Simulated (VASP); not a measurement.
Consider the following.

```
AuZn
1.0
    3.21842     0.00000     0.00000
    0.00000     3.21842     0.00000
    0.00000     0.00000     3.21842
Zn Au
1 1
Direct
  0.50000   0.50000   0.50000
  0.00000   0.00000   0.00000
```

These are optB88-vdW, VASP's PBE PAW potentials (set 64) (plane waves; VASP) values and carry that method's errors. Run with 520 eV cut-off, 11×11×11 Γ-centred mesh, first-order Methfessel-Paxton smearing of 0.10 eV, potentials Zn Au.

Give the stress tensor in GPa (positive for a compressed cell).

```
-3.03   0.00   0.00
 0.00  -3.03   0.00
 0.00   0.00  -3.03
```
The pressure is its mean diagonal, -3.03 GPa.

The compound is AuZn in the CsCl type structure. This cell is one point of a volume scan, at 1.03 of the reference volume. The electron count is odd and the run is not spin-polarised, which forces a metal.
